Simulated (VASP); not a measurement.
Input:

```yaml
crystal:
  lattice:
    - [-1.98807, 1.98807, 4.82369]
    - [1.98807, -1.98807, 4.82369]
    - [1.98807, 1.98807, -4.82369]
  atoms:
    - { symbol: Ca, position: [0.00000, 0.00000, 0.00000] }
    - { symbol: P, position: [0.61562, 0.61562, 0.00000] }
    - { symbol: P, position: [0.38438, 0.38438, 0.00000] }
    - { symbol: Rh, position: [0.75000, 0.25000, 0.50000] }
    - { symbol: Rh, position: [0.25000, 0.75000, 0.50000] }
```

These are PBEsol GGA, VASP's PBE PAW potentials (set 64) (plane waves; VASP) values and carry that method's errors. Run with 400 eV cut-off, 12×12×12 Γ-centred mesh, tetrahedra with Blöchl corrections, potentials Ca_sv P Rh_pv.

The cores are frozen, which limits the accuracy of field gradients.

Give the principal components of the electric field gradient (V/Å²) and the asymmetry η at each nucleus.

```
atom    Vxx    Vyy    Vzz     η
----  -----  -----  -----  ----
Ca1     5.1    5.1  -10.1  0.00
P2    -16.4  -16.4   32.7  0.00
P3    -16.4  -16.4   32.7  0.00
Rh4    -4.9   -4.9    9.9  0.00
Rh5    -4.9   -4.9    9.9  0.00
```

The structure comes from a computed database's CaRh2P2 entry (I4/mmm); how it stands against other phases isn't given here. It was relaxed first.
